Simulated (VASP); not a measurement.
An input for Quantum ESPRESSO's pw.x (written as the equivalent of a VASP run, and not itself run):

```
&CONTROL
  calculation = 'vc-relax'
  pseudo_dir = './pseudo'
  outdir = './out'
  tprnfor = .true.
  tstress = .true.
  nstep = 60
  forc_conv_thr = 0.00039
/
&SYSTEM
  ibrav = 0
  nat = 2
  ntyp = 2
  ecutwfc = 92
  occupations = 'smearing'
  smearing = 'gaussian'
  degauss = 0.003675
  input_dft = 'vdw-df2-b86r'
/
&ELECTRONS
  conv_thr = 7.3e-08
  electron_maxstep = 100
/
&IONS
/
&CELL
/
ATOMIC_SPECIES
  Cu 63.546 Cu.upf
  I 126.904 I.upf
CELL_PARAMETERS angstrom
     0.0000000    3.0250000    3.0250000
     3.0250000    0.0000000    3.0250000
     3.0250000    3.0250000    0.0000000
ATOMIC_POSITIONS crystal
  Cu   0.0000000  0.0000000  0.0000000
  I    0.2500000  0.2500000  0.2500000
K_POINTS automatic
  7 7 7 0 0 0
```

**Question.** Translate this input to VASP (INCAR, KPOINTS, POSCAR, choice of POTCAR).

**Answer.** Several could match; the one computed here: 
### KPOINTS
```
Automatic mesh
0
Gamma
7 7 7
0 0 0
```

**INCAR**
```
SYSTEM = CuI
PREC = Accurate
ENCUT = 520
EDIFF = 1E-6
NELM = 100
ALGO = Normal
LREAL = .FALSE.
LASPH = .TRUE.
ISMEAR = 0
SIGMA = 0.05
GGA = MK
PARAM1 = 0.1234568
PARAM2 = 0.7114
ZAB_VDW = -1.8867
LUSE_VDW = .TRUE.
AGGAC = 0.0
LMAXMIX = 4
LWAVE = .FALSE.
LCHARG = .FALSE.
IBRION = 2
ISIF = 3
NSW = 60
EDIFFG = -0.01
```

POSCAR:
```
CuI
1.0
  0.0000000000   3.0250000000   3.0250000000
  3.0250000000   0.0000000000   3.0250000000
  3.0250000000   3.0250000000   0.0000000000
Cu I
1 1
Cart
  0.0000000000   0.0000000000   0.0000000000
  1.5125000000   1.5125000000   1.5125000000
```

POTCAR, in this order: Cu I (PBE.64 set). Program: vasp_std.

What does not carry over: the potentials are each code's own (VASP's PAW set, PseudoDojo norm-conserving files in pw.x), so ENCUT and ecutwfc are chosen apart and not converted; conv_thr bounds pw.x's estimated SCF error, while EDIFF bounds the energy change between steps; forc_conv_thr acts on force components and is met together with etot_conv_thr.

The compound is CuI in the zinc blende structure. This run relaxes it. Symmetry was kept, so distortions that lower it aren't found.
